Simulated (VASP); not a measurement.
SnGeTe3:

```
Sn Ge Te
1.0
     3.24305    1.87238    6.71279
    -3.24305    1.87238    6.71279
     0.00000   -3.74476    6.71279
Sn Ge Te
2 2 6
Cartesian
  0.0000 0.0000 0.0000
  0.0000 0.0000 10.0692
  0.0000 0.0000 5.0346
  0.0000 0.0000 15.1038
  0.9794 -2.0483 11.7474
  1.2842 1.8724 11.7474
  -2.2636 0.1759 11.7474
  -0.9794 2.0483 8.3910
  -1.2842 -1.8724 8.3910
  2.2636 -0.1759 8.3910
```

The cell was built by a generator and needn't be a form met in nature.

- Program: VASP 6.6.1
- Task: relaxation of cell and atoms
- Functional: PBE
- Potentials or basis: VASP PAW PBE potentials, release 64 (Sn_d, Ge_d, Te)
- Cutoff: 520 eV
- k mesh: 3 × 3 × 3
- Occupations: gaussian, width 0.15 eV
- Spin: no spin polarisation

At the start: pressure 65.0 GPa; volume 24.46 Å³/atom.

Problem. Where does the relaxation end?

Solution. Over 18 steps the energy falls by 2583.4 meV/atom and the volume is 38.74 Å³/atom (+58.4 %); space group R-3c (No. 167, to 0.05 Å).

The path:
| step | energy change (eV) | largest force (eV/Å) | pressure (GPa) | volume (Å³) |
| --- | --- | --- | --- | --- |
| 1 | 0.0000 | 17.9048 | 64.96 | 244.57 |
| 2 | -5.4851 | 0.0164 | -7.17 | 753.78 |
| 3 | -13.1945 | 0.2591 | -6.93 | 638.60 |
| 4 | -16.5121 | 0.3965 | -6.16 | 568.34 |
| 5 | -24.2910 | 0.6466 | -1.64 | 367.74 |
| 6 | -23.9887 | 0.2824 | 8.26 | 302.52 |
| 7 | -24.6138 | 0.6806 | 0.60 | 345.45 |
| 8 | -24.6491 | 0.6920 | 1.69 | 337.10 |
| 9 | -24.6495 | 0.6823 | 2.12 | 335.07 |
| 10 | -24.9583 | 0.7034 | 0.10 | 352.45 |
| 11 | -25.1294 | 0.7070 | -1.39 | 373.52 |
| 12 | -25.3866 | 0.6116 | -1.08 | 374.64 |
| 13 | -25.8053 | 0.0433 | 0.86 | 376.77 |
| 14 | -25.8066 | 0.0293 | 0.66 | 376.70 |
| 15 | -25.8065 | 0.0099 | 0.78 | 376.73 |
| 16 | -25.8284 | 0.1010 | 0.34 | 385.61 |
| 17 | -25.8285 | 0.1030 | 0.22 | 385.88 |
| 18 | -25.8339 | 0.0127 | 0.13 | 387.44 |

Final structure:
```yaml
crystal:
  lattice:
    - [3.72080, 2.14821, 8.07870]
    - [-3.72080, 2.14821, 8.07870]
    - [0.00000, -4.29641, 8.07870]
  atoms:
    - { symbol: Sn, position: [0.00000, 0.00000, 0.00000] }
    - { symbol: Sn, position: [0.50000, 0.50000, 0.50000] }
    - { symbol: Ge, position: [0.25000, 0.25000, 0.25000] }
    - { symbol: Ge, position: [0.75000, 0.75000, 0.75000] }
    - { symbol: Te, position: [0.58983, 0.25000, 0.91017] }
    - { symbol: Te, position: [0.91017, 0.58983, 0.25000] }
    - { symbol: Te, position: [0.25000, 0.91017, 0.58983] }
    - { symbol: Te, position: [0.41017, 0.75000, 0.08983] }
    - { symbol: Te, position: [0.08983, 0.41017, 0.75000] }
    - { symbol: Te, position: [0.75000, 0.08983, 0.41017] }
```

Caveat: the volume moved by over 15 % at a fixed basis, so the end points are rough.
